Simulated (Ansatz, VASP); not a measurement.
## Ba2CrN2 in VASP and in Ansatz

File INCAR:

```
PREC = Accurate
ENCUT = 520
EDIFF = 1E-7
ISMEAR = -1
SIGMA = 0.05
LREAL = False
LASPH = True
NELM = 120
ALGO = Normal
ISIF = 2
LWAVE = False
LCHARG = False
ISPIN = 2
MAGMOM = 0 0 3 0 0
LORBIT = 11
LMAXMIX = 4
GGA = PE
NBANDS = 33
```

Contents of KPOINTS:

```
regular mesh
0
Gamma
  9 9 9
```

File POSCAR:

```
Ba2CrN2
1.0
   -2.0403527223      2.0403527223      6.5463418026
    2.0403527223     -2.0403527223      6.5463418026
    2.0403527223      2.0403527223     -6.5463418026
Ba Cr N
2 1 2
Direct
    0.8535895000      0.8535895000      0.0000000000
    0.1464105000      0.1464105000      0.0000000000
    0.5000000000      0.5000000000      0.0000000000
    0.3668570000      0.3668570000      0.0000000000
    0.6331430000      0.6331430000      0.0000000000
```

File input.yaml:

```yaml
crystal:
  lattice:
    - [-2.0403527223, 2.0403527223, 6.5463418026]
    - [2.0403527223, -2.0403527223, 6.5463418026]
    - [2.0403527223, 2.0403527223, -6.5463418026]
  atoms:
    - { symbol: Ba, position: [0.8535895, 0.8535895, 0.0] }
    - { symbol: Ba, position: [0.1464105, 0.1464105, 0.0] }
    - { symbol: Cr, position: [0.5, 0.5, 0.0], spin: 3.0 }
    - { symbol: "N", position: [0.366857, 0.366857, 0.0] }
    - { symbol: "N", position: [0.633143, 0.633143, 0.0] }
hamiltonian:
  xc: pbe
  pseudopotentials: { kind: paw }
magnetization:
  spin_polarized: true
kpoints:
  mp_grid: { grid: [9, 9, 9] }
scf:
  occupations: { method: fermi_dirac, width: 0.05 }
output:
  forces: true
  stress: true
  eigenvalues: true
```

Change from the starting cell: volume scaled by 0.94.

Alike in both runs: task single point; functional PBE; k mesh 9 × 9 × 9; occupations fermi-dirac, width 0.05 eV; collinear spin, ferromagnetic start.

```csv
,VASP,Ansatz
version,VASP 6.6.1,Ansatz 0.2.0
potentials or method,"VASP PAW PBE potentials, release 64 (Ba_sv, Cr_pv, N)",Ansatz PAW
plane-wave cutoff (eV),520,420
valence electrons in the cell,42,44
```

Ansatz gave:

```
gap on the k mesh at the Fermi level (eV)                     : none
pressure (GPa)                                                : 3.5
largest component of the traceless stress (GPa)               : 3.05
rms of the force components (eV/Å)                            : 0.270
net moment per atom (μB)                                      : 0.40
size of the moment on the site where the two differ most (μB) : 1.49
```

Problem. What did VASP give for the same quantities?

Solution. gap on the k mesh at the Fermi level (eV): none; pressure (GPa): 4.5; largest component of the traceless stress (GPa): 2.80; rms of the force components (eV/Å): 0.262; net moment per atom (μB): 0.40; size of the moment on the site where the two differ most (μB): 2.01.

Site moments also hang on the region over which each program counts them. Atom by atom the forces differ by 0.009 eV/Å (rms over components). A gap of «none» marks a metal or a gap that the smearing closes. The two sets of potentials don't hold the same shells in valence.

Caveats: a cell with one magnetic atom can't hold antiferromagnetic order, which such compounds often take. Spin-orbit coupling is left out, which matters for the levels of Ba.
